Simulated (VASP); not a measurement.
Computed with PW91 GGA, VASP's PBE PAW potentials (set 64) (plane waves; VASP 6.6.1).

VASP input:

### INCAR
```
! general
SYSTEM  = Ba
PREC    = Accurate
ENCUT   = 520   ! plane-wave cut-off (eV)
LREAL   = .FALSE.
LASPH   = .TRUE.

! electronic loop
EDIFF   = 1E-7
NELM    = 100   ! most electronic steps
ALGO    = Normal
LMAXMIX = 4   ! l cut-off of mixed one-centre charges

! smearing
ISMEAR  = -5   ! tetrahedra, Bloechl

! functional
GGA     = 91

! ions
ISIF    = 2   ! forces and stress, cell fixed

! output
LWAVE   = .FALSE.
LCHARG  = .TRUE.
LORBIT  = 11
NEDOS   = 601   ! DOS grid
```

KPOINTS:
```
kpoints
0
gamma
 12 12 12
0 0 0
```

**POSCAR**
```
Ba
1
   -2.5030755854     2.5030755854     2.5030755854
    2.5030755854    -2.5030755854     2.5030755854
    2.5030755854     2.5030755854    -2.5030755854
Ba
1
Direct
  0.0000000000   0.0000000000   0.0000000000
```

POTCAR, in this order: Ba_sv (PBE.64 set). Program: vasp_std.

Output

OSZICAR:
```
       N       E                     dE             d eps       ncg     rms          rms(c)
DAV:   1     0.587998787657E+02    0.58800E+02   -0.43812E+03  1296   0.918E+02
DAV:   2     0.599489516153E+00   -0.58200E+02   -0.57409E+02  1555   0.147E+02
DAV:   3    -0.187646613029E+01   -0.24760E+01   -0.24631E+01  1670   0.370E+01
DAV:   4    -0.193648255004E+01   -0.60016E-01   -0.60078E-01  1981   0.479E+00
DAV:   5    -0.193693541224E+01   -0.45286E-03   -0.45317E-03  1847   0.324E-01    0.173E+00
DAV:   6    -0.193550283024E+01    0.14326E-02   -0.41062E-03  1817   0.704E-01    0.102E+00
DAV:   7    -0.193572322221E+01   -0.22039E-03   -0.89550E-03  1465   0.113E+00    0.499E-02
DAV:   8    -0.193602707519E+01   -0.30385E-03   -0.43809E-04  2063   0.151E-01    0.364E-02
DAV:   9    -0.193604158594E+01   -0.14511E-04   -0.18240E-05  1693   0.383E-02    0.597E-03
DAV:  10    -0.193604475189E+01   -0.31660E-05   -0.10256E-06  2252   0.797E-03    0.375E-03
DAV:  11    -0.193604553049E+01   -0.77859E-06   -0.93947E-07  1454   0.129E-02    0.712E-04
DAV:  12    -0.193604569671E+01   -0.16622E-06   -0.44124E-08   935   0.216E-03    0.101E-04
DAV:  13    -0.193604569221E+01    0.44930E-08   -0.63995E-09   834   0.649E-04
   1 F= -.19360457E+01 E0= -.19360457E+01  d E =0.000000E+00
```

File OUTCAR:
```
------------------------ aborting loop because EDIFF is reached ----------------------------------------
  FORCE on cell =-STRESS in cart. coord.  units (eV):
  Direction    XX          YY          ZZ          XY          YZ          ZX
  --------------------------------------------------------------------------------------
  Total        0.0040706      0.0040706      0.0040706     -0.0000000      0.0000000     -0.0000000
  in kB        0.1039645      0.1039645      0.1039645     -0.0000000      0.0000000     -0.0000000
  external PRESSURE =       0.1039645 kB  Pullay stress =       0.0000000 kB
  volume of cell :       62.73
      direct lattice vectors                 reciprocal lattice vectors
    -2.503075585  2.503075585  2.503075585     0.000000000  0.199754255  0.199754255
     2.503075585 -2.503075585  2.503075585     0.199754255  0.000000000  0.199754255
     2.503075585  2.503075585 -2.503075585     0.199754255  0.199754255  0.000000000
 POSITION                                       TOTAL-FORCE (eV/Angst)
 -----------------------------------------------------------------------------------
      0.00000      0.00000      0.00000        -0.000000      0.000000     -0.000000
 -----------------------------------------------------------------------------------
    total drift:                                0.000000      0.000000     -0.000000
  FREE ENERGIE OF THE ION-ELECTRON SYSTEM (eV)
  ---------------------------------------------------
  free  energy   TOTEN  =        -1.9360456922 eV

  energy  without entropy=       -1.9360456922  energy(sigma->0) =       -1.93604569

 total charge

# of ion       s       p       d       tot
------------------------------------------
    1        2.071   5.544   0.280   7.895
```
(Selected blocks of OUTCAR.)

For a metal the tetrahedron method with Blöchl corrections gives inexact stress and forces.

The compound is Ba in the bcc structure. It was relaxed first.
